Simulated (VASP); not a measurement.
Energy against volume of CoAl (CsCl type). These are vdW-DF-cx, VASP's PBE PAW potentials (set 64) (plane waves; VASP) values and carry that method's errors.

| V (Å³/atom) | E (eV/atom) |
|---|---|
| 10.644 | -4.31815 |
| 10.984 | -4.33868 |
| 11.324 | -4.34503 |
| 11.663 | -4.33929 |
| 12.003 | -4.32325 |

Task: Fit a third-order Birch-Murnaghan equation of state.

Result: 
```yaml
volume_per_atom: 11.32 Å³/atom
bulk_modulus: 190 GPa
pressure_derivative_of_the_bulk_modulus: 4.33
lattice_constant_a: 5.346 bohr
```

Measured: bulk modulus 162 GPa (computed value off by +17.0 %), a 2.861 Å (computed value off by -1.1 %), as given by Yamada et al., (2019), arXiv:1910.09660. The calculation is for a static lattice, while the measured bulk modulus, a hold thermal and zero-point effects, which are part of the difference.

The compound is CoAl in the CsCl type structure. It was relaxed first. The run is not spin-polarised, so no magnetic state was tried.
